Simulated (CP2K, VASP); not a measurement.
VASP ran on this input.

### KPOINTS
```
Automatic mesh
0
G
  1 3 3
```

INCAR:
```
ALGO = Normal
EDIFF = 1E-6
ENCUT = 300
GGA = PE
ISIF = 2
ISMEAR = 0
LASPH = .TRUE.
LCHARG = .FALSE.
LMAXMIX = 4
LREAL = .FALSE.
LWAVE = .FALSE.
NELM = 100
PREC = Accurate
SIGMA = 0.01
SYSTEM = SnSe
```

### POSCAR
```
SnSe
11.6872290
  1.0000000000   0.0000000000   0.0000000000
  0.0000000000   0.3537454430   0.0000000000
  0.0000000000   0.0000000000   0.4030113554
Sn Se
4 4
Direct
  0.6187900000   0.7500000000   0.3765500000
  0.3812100000   0.2500000000   0.6234500000
  0.8812100000   0.2500000000   0.8765500000
  0.1187900000   0.7500000000   0.1234500000
  0.1485500000   0.2500000000   0.5091800000
  0.8514500000   0.7500000000   0.4908200000
  0.3514500000   0.7500000000   0.0091800000
  0.6485500000   0.2500000000   0.9908200000
```

POTCAR, in this order: Sn_d Se (PBE.64 set). Program: vasp_std.

Write an input for CP2K that does the same calculation.

One input that does it (PBE, GPW, DZVP-MOLOPT-SR-GTH basis, GTH-PBE potentials (GTH_POTENTIALS)):
```
&GLOBAL
  PROJECT snse
  RUN_TYPE ENERGY_FORCE
  PRINT_LEVEL LOW
&END GLOBAL
&FORCE_EVAL
  METHOD Quickstep
  STRESS_TENSOR ANALYTICAL
  &DFT
    BASIS_SET_FILE_NAME BASIS_MOLOPT
    POTENTIAL_FILE_NAME GTH_POTENTIALS
    &QS
      METHOD GPW
      EPS_DEFAULT 1E-10
    &END QS
    &MGRID
      CUTOFF 400
      REL_CUTOFF 40
      NGRIDS 5
    &END MGRID
    &SCF
      SCF_GUESS ATOMIC
      EPS_SCF 1E-6
      MAX_SCF 100
      ADDED_MOS 8
      &DIAGONALIZATION
        ALGORITHM STANDARD
      &END DIAGONALIZATION
      &MIXING
        METHOD BROYDEN_MIXING
        ALPHA 0.2
        NBUFFER 10
        BETA 1
      &END MIXING
    &END SCF
    &KPOINTS
      SCHEME MONKHORST-PACK 1 3 3
    &END KPOINTS
    &XC
      &XC_FUNCTIONAL PBE
      &END XC_FUNCTIONAL
    &END XC
    &PRINT
      &MO
        EIGENVALUES T
        OCCUPATION_NUMBERS T
        NDIGITS 8
        FILENAME mo
        &EACH
          QS_SCF 0
        &END EACH
        ADD_LAST NUMERIC
      &END MO
      &MULLIKEN OFF
      &END MULLIKEN
    &END PRINT
  &END DFT
  &SUBSYS
    &CELL
      ABC 11.68722900 4.13430400 4.71008600
      ALPHA_BETA_GAMMA 90.00000000 90.00000000 90.00000000
      PERIODIC XYZ
    &END CELL
    &COORD
      SCALED
      Sn       0.61879000     0.75000000     0.37655000
      Sn       0.38121000     0.25000000     0.62345000
      Sn       0.88121000     0.25000000     0.87655000
      Sn       0.11879000     0.75000000     0.12345000
      Se       0.14855000     0.25000000     0.50918000
      Se       0.85145000     0.75000000     0.49082000
      Se       0.35145000     0.75000000     0.00918000
      Se       0.64855000     0.25000000     0.99082000
    &END COORD
    &KIND Sn
      BASIS_SET DZVP-MOLOPT-SR-GTH
      POTENTIAL GTH-PBE-q4
    &END KIND
    &KIND Se
      BASIS_SET DZVP-MOLOPT-SR-GTH
      POTENTIAL GTH-PBE-q6
    &END KIND
  &END SUBSYS
  &PRINT
    &FORCES ON
    &END FORCES
    &STRESS_TENSOR ON
    &END STRESS_TENSOR
  &END PRINT
&END FORCE_EVAL
```
Both inputs were run and reached self-consistency, which says nothing on mesh or cut-off. Potentials, basis and cut-offs are each code's own, so they don't translate, and total energies aren't comparable.

Fixed occupations appear in VASP as a very narrow Gaussian smearing.

The structure comes from a computed database's SnSe entry (Pnma); how it stands against other phases isn't given here. The cell was not relaxed at this level, and its volume differs by -5.9 % from the start's.
